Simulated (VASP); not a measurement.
Given:

```xyz
8
Lattice="0.0000 3.0800 3.0800 3.0800 0.0000 3.0800 12.3576 12.3576 -0.0377" Properties=species:S:1:pos:R:3 pbc="T T T"
Zn     3.1518     3.1518     6.0881
Zn     6.1721     6.1721     6.1478
Zn     6.1189     6.1189     0.0410
Te     1.5778     1.5778     1.5022
Te     4.6016     4.6016     1.5584
Te     7.6270     7.6270     1.6129
Te    10.9154    10.9154     1.4045
Cd     9.2377     9.2377     0.0022
```

These are PBEsol GGA, VASP's PBE PAW potentials (set 64) (plane waves; VASP) values and carry that method's errors. Settings: 400 eV cut-off, Gaussian smearing of 0.050 eV, potentials Zn Te Cd.

Unless said otherwise, spin-orbit coupling is left out, though it shifts the bands of the heavy elements here.

**Question.** What does the run give for the band gap (along the path) with the smallest direct gap where there is one?

**Answer.** 
The band gap (along the path) comes out as 0.88 eV and the smallest direct gap (along the path) comes out as 0.88 eV.

The structure was generated: CdZn3Te4 was put into an ordered model structure (R3m), which need not be its known phase. It was relaxed first.
